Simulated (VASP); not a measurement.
Cd (space group P6_3/mmc): the measured cell of entry 9012436 of the Crystallography Open Database is

```cif
data_Cd2
_chemical_formula_sum 'Cd2'
_space_group_name_H-M_alt 'P 1'
_space_group_IT_number 1
_cell_length_a 2.97310
_cell_length_b 2.97310
_cell_length_c 5.60690
_cell_angle_alpha 90.000
_cell_angle_beta 90.000
_cell_angle_gamma 120.000
loop_
_space_group_symop_operation_xyz
  'x, y, z'
loop_
_atom_site_label
_atom_site_type_symbol
_atom_site_fract_x
_atom_site_fract_y
_atom_site_fract_z
_atom_site_occupancy
Cd1 Cd 0.33333 0.66667 0.25000 1
Cd2 Cd 0.66667 0.33333 0.75000 1
```

Level of theory: SCAN meta-GGA, VASP's PBE PAW potentials (set 64) (plane waves; VASP). Numerical set-up: 400 eV cut-off, 16×16×8 Γ-centred mesh, tetrahedra with Blöchl corrections, potentials Cd.

The calculation is for a static lattice at zero pressure; the measurement, at 298 K, holds thermal and zero-point expansion. The entry's conditions were not checked, so it may have been measured under pressure.

Problem. How far does the relaxed conventional cell lie from the measured one?

Solution. 
|  | measured | computed | difference |
|---|---|---|---|
| a (Å) | 2.973 | 2.962 | -0.4 % |
| c (Å) | 5.607 | 5.530 | -1.4 % |
| V (Å³/atom) | 21.46 | 21.01 | -2.1 % |

The structure comes from a measured Cd entry (P6_3/mmc) of the Crystallography Open Database, whose conditions weren't checked. It was relaxed first. Symmetry was kept, so distortions that lower it aren't found.
